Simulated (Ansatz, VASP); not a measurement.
## Cross-check of ErAs between VASP and Ansatz

Aim: how closely do two programs agree when they are given the same cell, functional and k mesh? The cell is taken from a series of VASP runs on this material, whose earlier steps may have relaxed, scaled or displaced it; both programs get it as it stands.

Program: Ansatz 0.2.0. Level of theory: plane waves, with VASP 6.6.1 beside it; relaxation of cell and atoms at PBEsol, DFT+U. Results are calculated unless marked as measured.

In doubt: warnings of the run leave room for a lower electronic state, so energies may not be the lowest and differences between runs may mislead; a part-filled 4f shell, where there is one, can sit in one of many states, so energies may not be the lowest and differences between runs may mislead; derivatives with an open 4f shell can jump between states, which bears on forces and vibrations.

### 1. Set-up

Symmetry: Fm-3m, No. 225, cubic system. The conventional cell has a = 5.732 Å, b = 5.732 Å, c = 5.732 Å, α = 90.00°, β = 90.00°, γ = 90.00°. Er has 6 As at 2.87 Å nearest. Nearest to As lie 6 Er at 2.87 Å. Farther neighbours are not listed.

### 2. Ansatz: relaxation of cell and atoms, PBEsol, DFT+U

Ansatz runs on its default PAW (the set named soft_2) files.

The relaxed volume is the usual yardstick between codes: its relative difference is about their pressure difference at one cell divided by the bulk modulus.

input.yaml reads:

```yaml
crystal:
  lattice:
    - [0.0, 5.732, 5.732]
    - [2.866, 2.866, 5.732]
    - [2.866, 2.866, 0.0]
  atoms:
    - { symbol: Er, position: [0.0, 0.0, 0.0], spin: 2.9 }
    - { symbol: Er, position: [0.5, 0.0, 0.0], spin: -2.9 }
    - { symbol: As, position: [0.0, 0.5, 0.5] }
    - { symbol: As, position: [0.5, 0.5, 0.5] }
hamiltonian:
  xc: pbesol
  pseudopotentials: { kind: paw }
  hubbard: { sites: [{ species: Er, l: f, u_eff: 5.0 }] }
magnetization:
  spin_polarized: true
kpoints:
  mp_grid: { grid: [6, 6, 6] }
scf:
  occupations: { method: gaussian, width: 0.05 }
relax:
  f_tol: 0.01
  max_steps: 60
  cell: { stress_tol: 0.05 }
output:
  forces: true
  stress: true
```

Run with:

```console
> ansatz run input.yaml --threads 4 --pin off --max-ram 9216MiB --backend cpu --events-out ev --progress --plain --runs-dir out
```

Numbers of over 12 decimals in the logs are rounded to 6 here.

What it wrote:

```text
basis.fft_grid_basis auto: the FFT boxes are laid along the combinations [[1, -1, 0], [0, 1, -1], [0, 0, 1]] of the cell's own vectors, 4.053, 5.732 and 4.053 Å long. The dense box has 30×40×30 points. Along the cell's own vectors, as sized, it would have 60×48×30, 2.40 times as many. basis.fft_grid_basis: typed keeps the cell's own vectors: state it where this run's energies or levels are differenced outside the engine with another run's, or held beside a run that keeps those vectors.
Er: projections on atomic orbitals take those of the free atom [Kr 4d10] 4f12 5s2 5p6 5d0 6s2, of charge +0.00 (hamiltonian.pseudopotentials.projection_atoms); the dataset's partial waves leave at most 1.3e-4 of an orbital's norm unspanned inside its sphere
As: projections on atomic orbitals take those of the free atom [Ar] 3d10 4s2 4p3, of charge +0.00 (hamiltonian.pseudopotentials.projection_atoms); the dataset's partial waves leave at most 1.7e-6 of an orbital's norm unspanned inside its sphere
Engine: ansatz 0.2.0, aarch64-unknown-linux-gnu
Pseudopotentials: kind: paw
Pseudopotential: Er, paw, valence charge 22, recommended cutoff 420 eV (normal), Er.paw.azcp
Pseudopotential: As, paw, valence charge 15, recommended cutoff 420 eV (normal), As.paw.azcp
Functional definition: PBEsol
  exchange = pbesol_x
  correlation = pbesol_c
Crystal: 4 atoms, lattice volume = 94.165 Å³
Basis set: ecut = 420 eV, 1875 PW (Γ), FFT grids on a1−a2, a2−a3, a3, exchange–correlation on 60×80×60 points (8 copies of the dense FFT grid, shifted against one another)
Bands: 48, of which v1, the nominal top of the filled ones, is band 37 counted from 1 (36 counted from 0)
Symmetry: 16 space group operations
Space group: P4/mmm (ITA 123), of the structure as read, at distance tolerance 4.5e-5 Å
Magnetic group: BNS 123.350 (UNI 1010), of the structure as read, at distance tolerance 4.5e-5 Å
k-points: 40 of 216
Non-local potential: Er, projectors of the file, l = 0: 3, l = 1: 2, l = 2: 2, l = 3: 3
Non-local potential: As, projectors of the file, l = 0: 2, l = 1: 2, l = 2: 3, l = 3: 1
PAW form: soft (Blöchl's): semilocal exchange-correlation on the pseudo side does not see the compensation charge
PAW frozen core: Er, regenerated for the run's functional, and the local potential with it (the file was generated under x = pbe(κ = 0.804, μ = 0.219515), c = pbe(β = 0.066725))
PAW frozen core: As, regenerated for the run's functional, and the local potential with it (the file was generated under x = pbe(κ = 0.804, μ = 0.219515), c = pbe(β = 0.066725))
PAW one-centre angular grid: Er, 590 points (default); XC on 64 Gauss nodes
PAW one-centre angular grid: As, 590 points (default); XC on 64 Gauss nodes
Initial density: superposition of atomic densities (chi_scale 0.1, normalization cell, long waves kept (reshape's long-wave potential 0.00 eV rms))
Starting moments: Σ|m| = 5.8 μB on 2 of 4 sites
Starting magnetic order: antiferromagnet; a translation exchanges its spin sublattices: spin-degenerate at every k-point
Initial wavefunctions: pseudopotential atomic-orbital guess
Functional: x = pbesol(κ = 0.804, μ = 0.123457), c = pbesol(β = 0.046)
SCF iter   1: F=—  HF=-33577.336689 eV  |F-HF|=—  |Δ(HF+E_count)|=         —  Δρ=2.27e-1 (↑2.27e-1 ↓2.27e-1)  dr2=1.35e2  dr2_m=1.47e1  M=0.000 μB ∫|m|=0.665 μB  β_m=0.30  ethr=3.10e-3  ⟨swp⟩=5.0  Hψ=6636  notcnv=0  defer=6
preconditioner: auto → Kerker (q_TF=auto, 2.621 Å⁻¹)  [metal: Δε(μ)=0.008 eV  Ē_g=18.198 eV  σ=0.050 eV  W_gap=0.09  n_scr=28 (ndim 8)  ℏωp=32.0 eV  f_vac=0.000  D(μ)=6.25/eV (n_scr^D=58)]
spin=Collinear: Kerker preconditioning applied to the charge; magnetization (m = ρ↑ − ρ↓) channel mixes plain (no charge-response kernel on spin).
SCF iter   2: F=—  HF=-33610.324465 eV  |F-HF|=—  |Δ(HF+E_count)|=    3.30e1  Δρ=5.12e-1 (↑5.12e-1 ↓5.12e-1)  dr2=4.39e2  dr2_m=9.69e1  M=0.000 μB ∫|m|=13.788 μB  β_m=1.00  ethr=3.10e-3  ⟨swp⟩=8.3  Hψ=6256  notcnv=0  defer=186
SCF iter   3: F=—  HF=-33546.948377 eV  |F-HF|=—  |Δ(HF+E_count)|=    6.34e1  Δρ=2.10e-1 (↑2.10e-1 ↓2.10e-1)  dr2=4.28e0  dr2_m=3.64e1  M=0.000 μB ∫|m|=6.199 μB  β_m=0.30  ethr=3.10e-3  ⟨swp⟩=5.0  Hψ=6413  notcnv=0  defer=157
SCF iter   4: F=—  HF=-33560.668562 eV  |F-HF|=—  |Δ(HF+E_count)|=    1.37e1  Δρ=2.24e-1 (↑2.24e-1 ↓2.24e-1)  dr2=9.27e0  dr2_m=4.13e1  M=0.000 μB ∫|m|=4.216 μB  β_m=0.30  ethr=3.10e-3  ⟨swp⟩=3.7  Hψ=4257  notcnv=0  defer=120
SCF iter   5: F=—  HF=-33567.047999 eV  |F-HF|=—  |Δ(HF+E_count)|=    6.38e0  Δρ=1.00e-1 (↑1.00e-1 ↓1.00e-1)  dr2=9.16e-1  dr2_m=8.52e0  M=0.000 μB ∫|m|=5.543 μB  β_m=0.30  ethr=3.10e-3  ⟨swp⟩=3.3  Hψ=4214  notcnv=0  defer=157
SCF iter   6: F=—  HF=-33570.982668 eV  |F-HF|=—  |Δ(HF+E_count)|=    3.93e0  Δρ=6.42e-2 (↑6.42e-2 ↓6.42e-2)  dr2=3.24e0  dr2_m=2.78e0  M=0.000 μB ∫|m|=5.982 μB  β_m=0.30  ethr=1.24e-3  ⟨swp⟩=3.2  Hψ=4214  notcnv=0  defer=128
SCF iter   7: F=—  HF=-33574.363931 eV  |F-HF|=—  |Δ(HF+E_count)|=    3.38e0  Δρ=4.77e-2 (↑4.77e-2 ↓4.77e-2)  dr2=4.00e0  dr2_m=1.06e0  M=0.000 μB ∫|m|=6.127 μB  β_m=1.00  ethr=1.24e-3  ⟨swp⟩=2.7  Hψ=3575  notcnv=0  defer=128
[...]
iter 1 solved again at ethr=6.32e-8 eV; its pass at ethr=3.10e-3 eV (dr2=4.68e-5 eV) is discarded
SCF iter   1: F=—  HF=-33577.231167 eV  |F-HF|=—  |Δ(HF+E_count)|=         —  Δρ=4.69e-7 (↑4.69e-7 ↓4.66e-7)  dr2=9.66e-10  dr2_m=3.78e-11  M=-0.000 μB ∫|m|=6.020 μB  β_m=0.30  ethr=6.32e-8  ⟨swp⟩=4.1  Hψ=76835  notcnv=0
eigensolver tolerance schedule: the retry pair's looser diagonalisation over-reported the residual by 48421.99 of it (diagonalisation noise at 80.53 of the residual, at the tolerance the schedule requests for it); recorded, not acted on — ethr = c·dr2/N_el stays at c = 1.0e-1
spin=Collinear: Resta preconditioning applied to the charge; magnetization (m = ρ↑ − ρ↓) channel mixes plain (no charge-response kernel on spin).
SCF iter   2: F=-33577.231167 eV  HF=-33577.231167 eV  |F-HF|=8.00e-11  |Δ(HF+E_count)|=   1.97e-7  Δρ=1.21e-7 (↑1.20e-7 ↓1.21e-7)  dr2=3.48e-11  dr2_m=5.17e-13  M=-0.000 μB ∫|m|=6.020 μB  ethr=1.31e-12  ⟨swp⟩=6.3  Hψ=52237  notcnv=0
SCF 1 converged in 2 iterations: F = -33577.231167 eV  dr2 = 3.48e-11
the translation (0.5, 0, 0) carries every atom to within crystal.symmetry.tolerance of an atom of its element with the starting moment reversed, but both spin channels are solved: the run starts from a saved state that isn't shown to keep it, or this solve from the single point that its walk made first
iter 1 solved again at ethr=1.00e-12 eV; its pass at ethr=1.35e-6 eV (dr2=3.48e-11 eV) is discarded
SCF iter   1: F=—  HF=-33577.231167 eV  |F-HF|=—  |Δ(HF+E_count)|=         —  Δρ=1.21e-7 (↑1.20e-7 ↓1.21e-7)  dr2=3.48e-11  dr2_m=5.16e-13  M=-0.000 μB ∫|m|=6.020 μB  ethr=1.00e-12  ⟨swp⟩=1.0  Hψ=47686  notcnv=0
spin=Collinear: Resta preconditioning applied to the charge; magnetization (m = ρ↑ − ρ↓) channel mixes plain (no charge-response kernel on spin).
SCF iter   2: F=—  HF=-33577.231159 eV  |F-HF|=—  |Δ(HF+E_count)|=   8.10e-6  Δρ=9.02e-6 (↑7.85e-6 ↓9.02e-6)  dr2=1.15e-7  dr2_m=3.05e-8  M=0.000 μB ∫|m|=6.020 μB  ethr=1.35e-6  ⟨swp⟩=2.0  Hψ=31561  notcnv=0
SCF iter   3: F=-33577.231167 eV  HF=-33577.231167 eV  |F-HF|=8.49e-9  |Δ(HF+E_count)|=   8.05e-6  Δρ=2.04e-6 (↑2.01e-6 ↓2.04e-6)  dr2=8.15e-9  dr2_m=1.45e-9  M=0.000 μB ∫|m|=6.020 μB  ethr=1.35e-10  ⟨swp⟩=2.5  Hψ=37846  notcnv=0
WARN: a single-point calculation of the run's input, under the relaxation's own `scf.mixing.negative_modes` where the relaxation goes by `scf.lower_state_search: light` itself or types `scf.max_iter`, was made at the relaxed geometry, from the density of the relaxation's final state, in 5 SCF iterations in all. It converged -0.0 meV from the relaxation's final energy, with moments (2.97, -2.97, 0.01, -0.01 Bohr magnetons, atom by atom), which does not count as lower, and the relaxation's result stands. No further magnetic order was relaxed to its end, and one can end lower (see `relax.adjacent_minimum`). [rest of the remark cut]
SCF converged after 5 iterations
Magnetization: -0.0000 μB (37.0000 up, 37.0000 down)
Absolute magnetization: 6.0128 μB (∫|ρ↑−ρ↓|, with the PAW one-centre terms)
Spin contamination: 3.0021 ħ² per cell (⟨S²⟩ above its minimum at these occupations)
Per-site moments (μB) at R_I (Å): [(2.972418, 1.171073), (-2.972419, 1.171073), (0.00603238, 1.171073), (-0.0060325, 1.171073)]
Free energy (F): -33577.231167 eV
Harris-Foulkes:  -33577.231167 eV  (|F-HF|=2.18e-11)
Internal energy: -33577.230323 eV  (E = F + TS)
E sigma→0 (E₀):  -33577.230745 eV
Entropy (-TS):   -0.000844 eV (-0.211 meV/atom)
Fermi energy:    12.983882 eV
--- Per-component energies (eV) ---
  E_band       = -420.757757
  E_kinetic    = 989.171755
  E_local      = -11716.024154  (includes V_loc(G=0)·N_el)
  E_nonlocal   = -46.819056
  E_hartree    = 5397.873570
  E_xc         = -559.231526
  E_vxc        = -632.005317  (∫ρ·V_xc dr)
  E_hubbard    = 0.451652  (on-site DFT+U / exact-exchange correction)
  E_vhub       = -54.273230  (the Hubbard potential's part of the band-sum identity)
  E_paw        = -17585.325579  (= ΣΔE_a)
  E_vpaw       = 243.444856  (= ΣTr[D̂ρ^β])
  E_aug_tail   = 0.000017  (compensation charges beyond the density's cutoff)
  E_ewald      = -10061.197276
  E_core_change = 3.870274  (= ΣΔE_core)
  E_smearing   = -0.000844  (= −TS)
  E_closure    = -0.000000  (closes the sum)
  Σ components = -33577.231167   (vs F -33577.231167, Δ=0.00e0)
--- Forces (eV/Å), atoms counted from 1 ---
  atom   1  Er     0.00000000     0.00000000     0.00000000
  atom   2  Er     0.00000000     0.00000000     0.00000000
  atom   3  As     0.00000000     0.00000000     0.00000000
  atom   4  As     0.00000000     0.00000000     0.00000000
  max |Σ_I F_I| component: 0.00e0 eV/Å
--- Stress (GPa, compression-positive) ---
        0.002396       0.000011      -0.000056
        0.000011      -0.001121       0.001216
       -0.000056       0.001218      -0.000399
  P = ⅓ Tr σ = 0.0003 GPa (0.003 kbar)
--- Band table (eV; the first three rows and the last of 224) ---
  k-point 0 ↑: bands = [... 33 lower, 12.5663, 12.6177, 13.1733, 13.3897, 13.4901, 14.1224, 14.2710, 14.3187, ... 7 higher]
  k-point 1 ↑: bands = [... 33 lower, 11.7588, 12.0470, 12.5177, 12.5640, 13.6037, 13.6601, 13.7170, 13.9563, ... 7 higher]
  k-point 2 ↑: bands = [... 33 lower, 10.9347, 11.3626, 11.4748, 11.4825, 13.5525, 13.6151, 13.6194, 15.6650, ... 7 higher]
  k-point 111 ↓: bands = [... 33 lower, 11.0848, 11.1032, 11.2513, 11.3237, 13.5310, 13.5766, 13.6546, 16.1871, ... 7 higher]
--- Relaxed structure (7 steps of the walk, 6 accepted, 2 SCFs on fresh bases) ---
  F+E_penalty+E_count = -33577.23116712 eV   max|allowed force component| = 0.000e0 eV/Å   (the final SCF, on the basis selected at the relaxed cell)
  cell:  # Å, volume = 91.7090 Å³
    - [3.4100563130893416e-6, 5.676686, 5.671097]
    - [2.841887, 2.834928, 5.674513]
    - [2.841883, 2.841756, -0.00341174]
  atoms:
    - { symbol: Er, position: [0, 0, 0] }
    - { symbol: Er, position: [0.500000, 5.551115123125783e-17, 0.0] }
    - { symbol: As, position: [4.206704429243757e-17, 0.500000, 0.500000] }
    - { symbol: As, position: [0.5, 0.5, 0.5] }
```

The job ended after 23 min (4 threads of Arm Neoverse V2, shared host; peak memory 2.9 GiB).

(Continued in part 2 of 2.)

[Lines on the potential files, build, host, timing and source positions are cut from VASP's logs without a mark.]

[Logs are printed without paths, hosts, clocks, repeated set-up lines and the standing remarks that a program may print on its own settings, such as how far it seeks lower states.]

[Hosts, paths, dates, database ids (printed as entryN), source tags and the programs' standing remarks are cut or masked in the printed files.]
